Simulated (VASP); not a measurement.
Calculation: r2SCAN meta-GGA, VASP's PBE PAW potentials (set 64) (plane waves; VASP).

Input for VASP

INCAR:
```
SYSTEM  =  Na(100) slab
PREC  =  Normal; ENCUT  =  400; LREAL  =  .False.
LASPH  =  .True.
EDIFF  =  1E-6; NELM  =  100; NELMIN  =  4
ALGO  =  Normal; LMIXTAU  =  .True.
ISMEAR  =  1; SIGMA  =  0.1
METAGGA  =  R2SCAN
LWAVE  =  .False.; LCHARG  =  .False.; LORBIT  =  11
LVHAR  =  .True.
DIPOL  =  0.5 0.5 0.5
LDIPOL  =  .True.; IDIPOL  =  3
```

File POSCAR:
```
Na(100) slab
1
    4.2366061162     0.0000000000     0.0000000000
    0.0000000000     4.2366061162     0.0000000000
    0.0000000000     0.0000000000    27.6274455181
Na
6
Direct
  0.5000000000   0.0000000000   0.3083150000
  0.0000000000   0.5000000000   0.3849890000
  0.5000000000   0.0000000000   0.4616630000
  0.0000000000   0.5000000000   0.5383370000
  0.5000000000   0.0000000000   0.6150110000
  0.0000000000   0.5000000000   0.6916850000
```

KPOINTS:
```
Automatic mesh
0
Gamma
7 7 1
0 0 0
```

POTCAR, in this order: Na_pv (PBE.64 set). Program: vasp_std. Read from the step before: WAVECAR.

Question: Estimate the energy per atom (σ→0), band gap (on the k-mesh).

Answer: 
```yaml
energy per atom (σ→0): -3.461 eV/atom
band gap (on the k-mesh): none (metal, semimetal or under 0.01 eV)
```

### OSZICAR
```
...
DAV:   7    -0.207646251296E+02    0.21325E-04   -0.71528E-05   500   0.528E-02    0.177E-03
DAV:   8    -0.207646418710E+02   -0.16741E-04   -0.26347E-05   420   0.350E-02    0.815E-04
DAV:   9    -0.207646513576E+02   -0.94866E-05   -0.91151E-06   340   0.216E-02    0.776E-04
DAV:  10    -0.207646447519E+02    0.66057E-05   -0.15651E-05   420   0.318E-02    0.490E-04
DAV:  11    -0.207646324242E+02    0.12328E-04   -0.13297E-05   420   0.304E-02    0.319E-04
DAV:  12    -0.207646400416E+02   -0.76174E-05   -0.19772E-06   340   0.127E-02    0.208E-04
DAV:  13    -0.207646396930E+02    0.34857E-06   -0.15053E-06   340   0.101E-02
   1 F= -.20764640E+02 E0= -.20763350E+02  d E =-.386861E-02
```

The cell is a thin slab with vacuum, built from Na (bcc): (100) face.
